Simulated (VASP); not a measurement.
# Ga3BiO4 (I-42m) in VASP: a series of runs

The runs below take Ga3BiO4 through equation of state, with PBE.

Everything below comes from runs of VASP 6.6.1. Logs are shortened: lines on timing, memory, paths and dates and some standing lists are left out, and cuts for length are marked.

## (1) The structure

It takes space group I-42m (No. 121, tetragonal). The conventional cell has a = 4.344 Å, b = 4.344 Å, c = 12.787 Å, α = 90.00°, β = 90.00°, γ = 90.00°. Around Ga (site symmetry -4) lie 4 O at 1.88 Å. Ga (site symmetry -42m) has 4 O at 2.64 Å as nearest neighbours. Bi (site symmetry -42m) is surrounded by 4 O at 2.59 Å. Around O (site symmetry m) lie 2 Ga at 1.88 Å.

The cell was built by a generator and needn't be a form met in nature.

## (2) Equation of state, PBE, 15.08 Å³/atom

INCAR reads:

```
PREC = Accurate ; ENCUT = 520
EDIFF = 1E-6 ; ISMEAR = 0
SIGMA = 0.1 ; LREAL = F
LASPH = T ; NELM = 100
ALGO = Normal ; ISIF = 4
LWAVE = F ; LCHARG = F
GGA = PE ; IBRION = 2
NSW = 30 ; EDIFFG = -0.02
KPAR = 8
```

KPOINTS reads:

```
regular mesh
0
Gamma
  10 10 10
```

POSCAR reads:

```
Ga3BiO4
1.0
   -2.1721300000      2.1721300000      6.3933100000
    2.1721300000     -2.1721300000      6.3933100000
    2.1721300000      2.1721300000     -6.3933100000
Ga Bi O
3 1 4
Direct
    0.2500000000      0.7500000000      0.5000000000
    0.7500000000      0.2500000000      0.5000000000
    0.0000000000      0.0000000000      0.0000000000
    0.5000000000      0.5000000000      0.0000000000
    0.0906710000      0.0906710000      0.5125020000
    0.4218310000      0.9093290000      0.0000000000
    0.5781690000      0.5781690000      0.4874980000
    0.9093290000      0.4218310000      0.0000000000
```

Potentials or basis: VASP PAW PBE potentials, release 64 (Ga_d, Bi_d, O).

Run with:

```sh
cat potpaw_PBE.64/Ga_d/POTCAR potpaw_PBE.64/Bi_d/POTCAR potpaw_PBE.64/O/POTCAR > POTCAR
mpirun -np 8 vasp_std > vasp.out
```

OUTCAR:

```text
PREC = Accurate
   ENCUT = 520
   EDIFF = 1E-6
   ISMEAR = 0
   LREAL = F
   LASPH = T
   NELM = 100
   ISIF = 4
   GGA = PE
   IBRION = 2
   NSW = 30
   EDIFFG = -0.02

 ion  position               nearest neighbor table
   1  0.250  0.750  0.500-   5 1.88   6 1.88   7 1.88   8 1.88
   2  0.750  0.250  0.500-   5 1.88   7 1.88   8 1.88   6 1.88
   3  0.000  0.000  0.000-   4 3.07   4 3.07   4 3.07   4 3.07
   4  0.500  0.500  0.000-   5 2.59   6 2.59   8 2.59   7 2.59   3 3.07   3 3.07   3 3.07   3 3.07

   5  0.091  0.091  0.513-   1 1.88   2 1.88   4 2.59
   6  0.422  0.909  0.000-   2 1.88   1 1.88   4 2.59
   7  0.578  0.578  0.487-   1 1.88   2 1.88   4 2.59
   8  0.909  0.422  0.000-   1 1.88   2 1.88   4 2.59

  LATTYP: Found a body centered tetragonal cell.
 ALAT       =     4.3442600000
 C/A-ratio  =     2.9433367248

  Lattice vectors:

 A1 = (  -2.1721300000,   2.1721300000,   6.3933100000)
 A2 = (   2.1721300000,  -2.1721300000,   6.3933100000)
 A3 = (   2.1721300000,   2.1721300000,  -6.3933100000)

Analysis of symmetry for initial positions (statically):
=====================================================================
 Subroutine PRICEL returns:
 Original cell was already a primitive cell.

 Routine SETGRP: Setting up the symmetry group for a
 body centered tetragonal supercell.

 Subroutine GETGRP returns: Found  8 space group operations
 (whereof  8 operations were pure point group operations)
 out of a pool of 16 trial point group operations.

The static configuration has the point symmetry D_2d.

Analysis of symmetry for dynamics (positions and initial velocities):
=====================================================================
 Subroutine PRICEL returns:
 Original cell was already a primitive cell.

 Routine SETGRP: Setting up the symmetry group for a
 body centered tetragonal supercell.

 Subroutine GETGRP returns: Found  8 space group operations
 (whereof  8 operations were pure point group operations)
 out of a pool of 16 trial point group operations.

The dynamic configuration has the point symmetry D_2d.

 Subroutine INISYM returns: Found  8 space group operations
 (whereof  8 operations are pure point group operations),
 and found     1 'primitive' translations

----------------------------------------------------------------------------------------

[... 106 lines left out ...]
   EDIFFG = -.2E-01   stopping-criterion for IOM
   NSW    =     30    number of steps for IOM
   IBRION =      2    ionic relax: 0-MD 1-quasi-New 2-CG
   NFREE  =      1    steps in history (QN), initial steepest desc. (CG)
   ISIF   =      4    stress and relaxation
   ISYM   =      2    0-nonsym 1-usesym 2-fastsym
   POTIM  = 0.5000    time-step for ionic-motion
   TEBEG  =    0.0;   TEEND  =   0.0 temperature during run
   PSTRESS=    0.0 pullay stress
   NELECT =      78.0000    total number of electrons
   NUPDOWN=      -1.0000    fix difference up-down
   EMIN   =  10.00;   EMAX   =-10.00  energy-range for DOS
   EFERMI =   0.00;   METHOD = LEGACY
   ISMEAR =     0;   SIGMA  =   0.10  broadening in eV -4-tet -1-fermi 0-gaus
   EFERMI_NEDOS =   21; number of points for ismear=-14 and -15
   IALGO  =     38    algorithm
   IMIX   =      4    mixing-type and parameters
     AMIX     =   0.40;   BMIX     =  1.00
     AMIX_MAG =   1.60;   BMIX_MAG =  1.00
  volume/ion in A,a.u.               =      15.08       101.78
  Fermi-wavevector in a.u.,A,eV,Ry     =   1.415535  2.674973 27.262524  2.003739
  Thomas-Fermi vector in A             =   2.536963
   LORBIT       =      0    0 simple, 1 ext, 2 COOP (PROOUT), +10 PAW based schemes
   GGA     = PE    functional components
   LHFCALC =     F    Hartree Fock is set to
   AEXX    =    0.0000 exact exchange contribution
   IVDW    =     0    specifies the selected vdW correction
   LEPSILON=     F    determine dielectric tensor
   LRPA    =     F    only Hartree local field effects (RPA)
 conjugate gradient relaxation of ions
 non-spin polarized calculation
 Gauss-broadening in eV      SIGMA  =   0.10
  energy-cutoff  :      520.00
  volume of cell :      120.66
 maximum number of plane-waves:      3286
 NGX is ok and might be reduce to    54
   NGX = 27   NGY = 27   NGZ = 27

 number of electron      78.0000014 magnetization

 Free energy of the ion-electron system (eV)
  ---------------------------------------------------
  ext. energy  EPLUGINS =         0.00000000
  ---------------------------------------------------
  free energy    TOTEN  =       -42.38937927 eV

  energy without entropy =      -42.38425896  energy(sigma->0) =      -42.38681912

 E-fermi :   5.1988     XC(G=0): -10.5583

 val. band max:        5.1960450177   @ k =  -0.3000   0.5000   0.3000
 cond. band min:       5.2012393356   @ k =  -0.2000  -0.3000   0.2000
 fundamental gap:      0.0051943179
 Fermi energy:         5.1987674928

 k-point     1 :       0.0000    0.0000    0.0000
  band No.  band energies     occupation
      1     -18.0202      2.00000
      2     -17.9875      2.00000
      3     -17.9875      2.00000
      4     -17.9032      2.00000
      5     -17.8987      2.00000
      6     -14.3921      2.00000
[... 1165 lines left out ...]
     45      10.8953      0.00000
     46      12.0902      0.00000

 [... further k-points ...]
[... 5 lines left out ...]
  --------------------------------------------------------------------------------------
  -------------------------------------------------------------------------------------
  Total        0.0671126      0.0671126      0.0755561      0.0000000     -0.0000000      0.0000000
  in kB        0.8911633      0.8911633      1.0032811      0.0000000     -0.0000000      0.0000000
  external PRESSURE =       0.9285359 kB  Pullay stress =       0.0000000 kB

 VOLUME and BASIS-vectors are now :
 -----------------------------------------------------------------------------
  energy-cutoff  :      520.00
  volume of cell :      120.66
      direct lattice vectors                 reciprocal lattice vectors
    -2.172130000  2.172130000  6.393310000     0.000000000  0.230188801  0.078206750
     2.172130000 -2.172130000  6.393310000     0.230188801  0.000000000  0.078206750
     2.172130000  2.172130000 -6.393310000     0.230188801  0.230188801  0.000000000

 POSITION                                       TOTAL-FORCE (eV/Angst)
 -----------------------------------------------------------------------------------
      2.17213      0.00000      3.19665         0.000000      0.000000     -0.000000
      0.00000      2.17213      3.19665        -0.000000      0.000000     -0.000000
      0.00000      0.00000      0.00000         0.000000      0.000000     -0.000000
      0.00000      0.00000      6.39331        -0.000000      0.000000     -0.000000
      1.11322      1.11322     -2.11721         0.004490      0.004490      0.005192
      1.05891     -1.05891      8.51052        -0.004490      0.004490     -0.005192
      1.05891      1.05891      4.27610        -0.004490     -0.004490      0.005192
     -1.05891      1.05891      8.51052         0.004490     -0.004490     -0.005192
 -----------------------------------------------------------------------------------
    total drift:                                0.000005      0.000005     -0.000000

  FREE ENERGIE OF THE ION-ELECTRON SYSTEM (eV)
  ---------------------------------------------------
  free  energy   TOTEN  =       -42.3893792710 eV

  energy  without entropy=      -42.3842589601  energy(sigma->0) =      -42.38681912

 reached required accuracy - stopping structural energy minimisation
```

OSZICAR:

```text
N       E                     dE             d eps       ncg     rms          rms(c)
DAV:   1     0.985812846857E+03    0.98581E+03   -0.38036E+04 10548   0.279E+03
DAV:   2     0.140494081594E+03   -0.84532E+03   -0.81530E+03 10030   0.732E+02
DAV:   3    -0.348809281839E+02   -0.17538E+03   -0.16894E+03 11014   0.245E+02
DAV:   4    -0.493915096712E+02   -0.14511E+02   -0.14322E+02 12224   0.745E+01
DAV:   5    -0.498743193821E+02   -0.48281E+00   -0.48036E+00 11896   0.130E+01    0.155E+01
DAV:   6    -0.422050688195E+02    0.76693E+01   -0.33902E+01 17356   0.602E+01    0.483E+00
DAV:   7    -0.424514331726E+02   -0.24636E+00   -0.44951E+00 10418   0.124E+01    0.342E+00
DAV:   8    -0.425085615922E+02   -0.57128E-01   -0.17104E+00 15278   0.103E+01    0.251E+00
DAV:   9    -0.423844753079E+02    0.12409E+00   -0.77478E-01 14374   0.722E+00    0.225E-01
DAV:  10    -0.423887872775E+02   -0.43120E-02   -0.51705E-02 10442   0.160E+00    0.122E-01
DAV:  11    -0.423892642685E+02   -0.47699E-03   -0.55780E-03 12094   0.657E-01    0.339E-02
DAV:  12    -0.423893908061E+02   -0.12654E-03   -0.10906E-03 12330   0.217E-01    0.500E-02
DAV:  13    -0.423893865231E+02    0.42830E-05   -0.10994E-04 14124   0.673E-02    0.272E-02
DAV:  14    -0.423893790717E+02    0.74515E-05   -0.61477E-05 13050   0.408E-02    0.236E-03
DAV:  15    -0.423893792710E+02   -0.19933E-06   -0.39034E-06 10104   0.154E-02
   1 F= -.42389379E+02 E0= -.42386819E+02  d E =-.423894E+02
```

CONTCAR:

```text
Ga3BiO4
   1.00000000000000
    -2.1721300000000001    2.1721300000000001    6.3933099999999996
     2.1721300000000001   -2.1721300000000001    6.3933099999999996
     2.1721300000000001    2.1721300000000001   -6.3933099999999996
  Ga              Bi              O
     3     1     4
Direct
     0.2500000000000000    0.7500000000000000    0.5000000000000000
     0.7500000000000000    0.2500000000000000    0.5000000000000000
     0.0000000000000000    0.0000000000000000    0.0000000000000000
     0.5000000000000000    0.5000000000000000    0.0000000000000000
     0.0906710000000004    0.0906710000000004    0.5125019999999978
     0.4218309999999974    0.9093289999999996    0.0000000000000000
     0.5781690000000026    0.5781690000000026    0.4874980000000022
     0.9093289999999996    0.4218309999999974    0.0000000000000000

  0.00000000E+00  0.00000000E+00  0.00000000E+00
  0.00000000E+00  0.00000000E+00  0.00000000E+00
  0.00000000E+00  0.00000000E+00  0.00000000E+00
  0.00000000E+00  0.00000000E+00  0.00000000E+00
  0.00000000E+00  0.00000000E+00  0.00000000E+00
  0.00000000E+00  0.00000000E+00  0.00000000E+00
  0.00000000E+00  0.00000000E+00  0.00000000E+00
  0.00000000E+00  0.00000000E+00  0.00000000E+00
```

It took 3.2 min on 8 MPI ranks of Intel Xeon Platinum 8488C (Sapphire Rapids), shared host; peak memory 0.72 GiB.

What came out:

```yaml
Free_energy: -42.3894 eV
Pressure: 0.1 GPa
Largest_force: 0.008 eV/Å
Band_gap_on_the_k_mesh: none (metal or under the smearing width)
```

Caveat: spin-orbit coupling is left out, which moves the levels of the heavy elements.

## (3) Equation of state, PBE, 14.63 Å³/atom (volume scaled by 0.97)

INCAR is that of step 2.

KPOINTS is that of step 2.

POSCAR: that of step 2 with these lines changed.

```diff
@@ -2,5 +2,5 @@
 1.0
-   -2.1721300000      2.1721300000      6.3933100000
-    2.1721300000     -2.1721300000      6.3933100000
-    2.1721300000      2.1721300000     -6.3933100000
+   -2.1501877927      2.1501877927      6.3287266956
+    2.1501877927     -2.1501877927      6.3287266956
+    2.1501877927      2.1501877927     -6.3287266956
 Ga Bi O
```

Potentials or basis: VASP PAW PBE potentials, release 64 (Ga_d, Bi_d, O).

Run with:

```sh
cat potpaw_PBE.64/Ga_d/POTCAR potpaw_PBE.64/Bi_d/POTCAR potpaw_PBE.64/O/POTCAR > POTCAR
mpirun -np 8 vasp_std > vasp.out
```

It took 8.1 min on 8 MPI ranks of Intel Xeon Platinum 8488C (Sapphire Rapids), shared host; peak memory 0.75 GiB.

It converged, with:

```yaml
Free_energy: -42.3521 eV
Pressure: 3.0 GPa
Largest_force: 0.016 eV/Å
Band_gap_on_the_k_mesh: none (metal or under the smearing width)
```

Caveat: spin-orbit coupling is left out, which moves the levels of the heavy elements.

## (4) Equation of state, PBE, 15.53 Å³/atom (volume scaled by 1.03)

INCAR is that of step 3.

KPOINTS is that of step 3.

POSCAR: that of step 3 with these lines changed.

```diff
@@ -2,5 +2,5 @@
 1.0
-   -2.1501877927      2.1501877927      6.3287266956
-    2.1501877927     -2.1501877927      6.3287266956
-    2.1501877927      2.1501877927     -6.3287266956
+   -2.1936376364      2.1936376364      6.4566142160
+    2.1936376364     -2.1936376364      6.4566142160
+    2.1936376364      2.1936376364     -6.4566142160
 Ga Bi O
```

Run with:

```sh
cat potpaw_PBE.64/Ga_d/POTCAR potpaw_PBE.64/Bi_d/POTCAR potpaw_PBE.64/O/POTCAR > POTCAR
mpirun -np 8 vasp_std > vasp.out
```

It took 9.2 min on 8 MPI ranks of Intel Xeon Platinum 8488C (Sapphire Rapids), shared host; peak memory 0.78 GiB.

Results (log left out):

```
Free energy            : -42.3645 eV
Pressure               : -2.5 GPa
Largest force          : 0.010 eV/Å
Band gap on the k mesh : none (metal or under the smearing width)
```

Caveat: spin-orbit coupling is left out, which moves the levels of the heavy elements.

## (5) Equation of state, PBE, 14.18 Å³/atom (volume scaled by 0.94)

INCAR is that of step 4.

KPOINTS is that of step 4.

POSCAR: that of step 4 with these lines changed.

```diff
@@ -2,5 +2,5 @@
 1.0
-   -2.1936376364      2.1936376364      6.4566142160
-    2.1936376364     -2.1936376364      6.4566142160
-    2.1936376364      2.1936376364     -6.4566142160
+   -2.1277883743      2.1277883743      6.2627976647
+    2.1277883743     -2.1277883743      6.2627976647
+    2.1277883743      2.1277883743     -6.2627976647
 Ga Bi O
```

Run with:

```sh
cat potpaw_PBE.64/Ga_d/POTCAR potpaw_PBE.64/Bi_d/POTCAR potpaw_PBE.64/O/POTCAR > POTCAR
mpirun -np 8 vasp_std > vasp.out
```

It took 11 min on 8 MPI ranks of Intel Xeon Platinum 8488C (Sapphire Rapids), shared host; peak memory 0.75 GiB.

The run converged. Its results:

```yaml
Free_energy: -42.2430 eV
Pressure: 6.5 GPa
Largest_force: 0.017 eV/Å
Band_gap_on_the_k_mesh: none (metal or under the smearing width)
```

Caveat: spin-orbit coupling is left out, which moves the levels of the heavy elements.

## (6) Equation of state, PBE, 15.99 Å³/atom (volume scaled by 1.06)

INCAR is that of step 5.

KPOINTS is that of step 5.

POSCAR: that of step 5 with these lines changed.

```diff
@@ -2,5 +2,5 @@
 1.0
-   -2.1277883743      2.1277883743      6.2627976647
-    2.1277883743     -2.1277883743      6.2627976647
-    2.1277883743      2.1277883743     -6.2627976647
+   -2.2147316000      2.2147316000      6.5187008537
+    2.2147316000     -2.2147316000      6.5187008537
+    2.2147316000      2.2147316000     -6.5187008537
 Ga Bi O
```

Potentials or basis: VASP PAW PBE potentials, release 64 (Ga_d, Bi_d, O).

Run with:

```sh
cat potpaw_PBE.64/Ga_d/POTCAR potpaw_PBE.64/Bi_d/POTCAR potpaw_PBE.64/O/POTCAR > POTCAR
mpirun -np 8 vasp_std > vasp.out
```

It took 13 min on 8 MPI ranks of Intel Xeon Platinum 8488C (Sapphire Rapids), shared host; peak memory 0.8 GiB.

Results (log left out):

- Free energy: -42.2865 eV
- Pressure: -4.6 GPa
- Largest force: 0.015 eV/Å
- Band gap on the k mesh: none (metal or under the smearing width)

Caveat: spin-orbit coupling is left out, which moves the levels of the heavy elements.
